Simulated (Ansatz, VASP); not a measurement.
# Li3OF: VASP beside Ansatz

File INCAR:

```
PREC     = Accurate       # precision mode
ENCUT    = 520            # plane-wave cutoff, eV
EDIFF    = 1E-7           # SCF threshold, eV
ISMEAR   = 0              # smearing method
SIGMA    = 0.05           # smearing width, eV
LREAL    = F              # projectors in reciprocal space
LASPH    = T              # aspherical terms in the spheres
NELM     = 80             # most SCF steps
ALGO     = Normal         # electronic algorithm
ISIF     = 2              # what is computed and relaxed
LWAVE    = F              # write WAVECAR
LCHARG   = T              # write CHGCAR
GGA      = PE             # functional
LELF     = T              # ELF
LVHAR    = T            
NBANDS   = 19             # bands
```

File KPOINTS:

```
regular mesh
0
Gamma
  4 4 4
```

Contents of POSCAR:

```
Li3OF
1.0
    4.3200000000      0.0000000000      0.0000000000
    0.0000000000      4.3200000000      0.0000000000
    0.0000000000      0.0000000000      4.3200000000
F O Li
1 1 3
Direct
    0.0000000000      0.0000000000      0.0000000000
    0.5000000000      0.5000000000      0.5000000000
    0.5000000000      0.5000000000      0.0000000000
    0.5000000000      0.0000000000      0.5000000000
    0.0000000000      0.5000000000      0.5000000000
```

Input for Ansatz:

```yaml
crystal:
  lattice:
    - [4.32, 0.0, 0.0]
    - [0.0, 4.32, 0.0]
    - [0.0, 0.0, 4.32]
  atoms:
    - { symbol: F, position: [0.0, 0.0, 0.0] }
    - { symbol: O, position: [0.5, 0.5, 0.5] }
    - { symbol: Li, position: [0.5, 0.5, 0.0] }
    - { symbol: Li, position: [0.5, 0.0, 0.5] }
    - { symbol: Li, position: [0.0, 0.5, 0.5] }
basis:
  ecutwfc: 420
kpoints:
  mp_grid: { grid: [4, 4, 4] }
hamiltonian:
  xc: pbe
scf:
  occupations: { method: gaussian, width: 0.05 }
output:
  forces: true
  stress: true
  eigenvalues: true
```

The cell comes from a database or a generator and needn't be the stable form of this composition.

Alike in both runs: task single point; functional PBE; k mesh 4 × 4 × 4; occupations gaussian, width 0.05 eV; no spin polarisation.

```csv
,VASP,Ansatz
version,VASP 6.6.1,Ansatz 0.2.0
potentials or method,"VASP PAW PBE potentials, release 64 (F, O, Li_sv)","scalar-relativistic, plane waves, PAW"
plane-wave cutoff (eV),520,420
valence electrons in the cell,22,22
```

Ansatz gave:

```
gap on the k mesh at the Fermi level (eV) : 3.04
least direct gap on the mesh (eV)         : 3.27
```

Problem. Estimate VASP's values.

Solution. gap on the k mesh at the Fermi level (eV): 3.04; least direct gap on the mesh (eV): 3.28.

 Expect the measured gap to be larger: semilocal functionals such as PBE lack the derivative discontinuity. A k mesh can miss the band edges.
